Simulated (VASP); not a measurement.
Crystal: HfGe.

```
CELL_PARAMETERS angstrom
3.31965 0.00000 0.00000
0.00000 3.31965 0.00000
0.00000 0.00000 3.31965
ATOMIC_POSITIONS crystal
Hf 0.50000 0.50000 0.50000
Ge 0.00000 0.00000 0.00000
```

The cell was built by a generator and needn't be a form met in nature.

| Property | Result |
| --- | --- |
| Program | VASP 6.6.1 |
| Task | relaxation of cell and atoms |
| Functional | PBE |
| Potentials or basis | VASP PAW PBE potentials, release 64 (Hf_pv, Ge_d) |
| Cutoff | 520 eV |
| k mesh | 6 × 6 × 6 |
| Occupations | gaussian, width 0.15 eV |
| Spin | no spin polarisation |

At the start: pressure 2.6 GPa; volume 18.29 Å³/atom.

Question: Where does the relaxation end?

Answer: Over 5 steps the energy falls by 3.0 meV/atom and the volume is 18.55 Å³/atom (+1.4 %); space group Pm-3m (No. 221, to 0.05 Å).

The path:
```tsv
step	energy change (eV)	largest force (eV/Å)	pressure (GPa)	volume (Å³)
1	0.0000	0.0000	2.59	36.58
2	-0.0013	0.0000	-1.32	38.17
3	-0.0069	0.0000	-2.32	37.33
4	-0.0051	0.0000	1.34	36.97
5	-0.0061	0.0000	-0.29	37.10
```

Final structure:
```
Hf Ge
1.0
     3.33528    0.00000    0.00000
     0.00000    3.33528    0.00000
     0.00000    0.00000    3.33528
Hf Ge
1 1
Direct
  0.50000 0.50000 0.50000
  0.00000 0.00000 0.00000
```
